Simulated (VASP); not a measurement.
Data:

```yaml
crystal:
  lattice:
    - [0.00000, 1.93247, 1.93247]
    - [1.93247, 0.00000, 1.93247]
    - [1.93247, 1.93247, 0.00000]
  atoms:
    - { symbol: Pt, position: [0.00000, 0.00000, 0.00000] }
```

Calculation: MS2 meta-GGA, VASP's PBE PAW potentials (set 64) (plane waves; VASP 6.6.1). Numerical set-up: 520 eV cut-off, 16×16×16 Γ-centred mesh, first-order Methfessel-Paxton smearing of 0.10 eV, potentials Pt.

### Question
Give the stress tensor in GPa (positive for a compressed cell).

### Answer

```
9.88  0.00  0.00
0.00  9.88  0.00
0.00  0.00  9.88
```
The pressure is its mean diagonal, 9.88 GPa.

The compound is Pt in the fcc structure. This cell is one point of a volume scan, at 0.97 of the reference volume.
